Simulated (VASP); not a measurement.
The system is Ga3Sb.

```xyz
4
Lattice="6.1686 0.0000 0.0000 -3.0843 5.3422 0.0000 0.0000 0.0000 3.1639" Properties=species:S:1:pos:R:3 pbc="T T T"
Ga    3.0843    0.0000    0.0000
Ga   -1.5421    2.6711    0.0000
Ga    1.5421    2.6711    0.0000
Sb    0.0000    0.0000    1.5820
```

The cell was built by a generator and needn't be a form met in nature.

```yaml
Program: VASP 6.6.1
Task: relaxation of cell and atoms
Functional: PBE
Potentials_or_basis: VASP PAW PBE potentials, release 64 (Ga_d, Sb)
Cutoff: 520 eV
k_mesh: 4 × 4 × 7
Occupations: gaussian, width 0.15 eV
Spin: no spin polarisation
```

At the start: pressure -4.7 GPa; volume 26.07 Å³/atom.

Q: Where does the relaxation end?

A: Over 3 steps the energy falls by 58.6 meV/atom and the volume is 22.50 Å³/atom (-13.7 %); space group P6/mmm (No. 191, to 0.05 Å).

Step by step:
```tsv
step	energy change (eV)	largest force (eV/Å)	pressure (GPa)	volume (Å³)
1	0.0000	0.0000	-4.74	104.26
2	-0.2203	0.0000	-1.29	93.05
3	-0.2345	0.0000	-0.16	89.99
```

Final structure:
```
CELL_PARAMETERS angstrom
5.85938 0.00000 0.00000
-2.92969 5.07437 0.00000
0.00000 0.00000 3.02674
ATOMIC_POSITIONS crystal
Ga 0.50000 0.00000 0.00000
Ga 0.00000 0.50000 0.00000
Ga 0.50000 0.50000 0.00000
Sb 0.00000 0.00000 0.50000
```
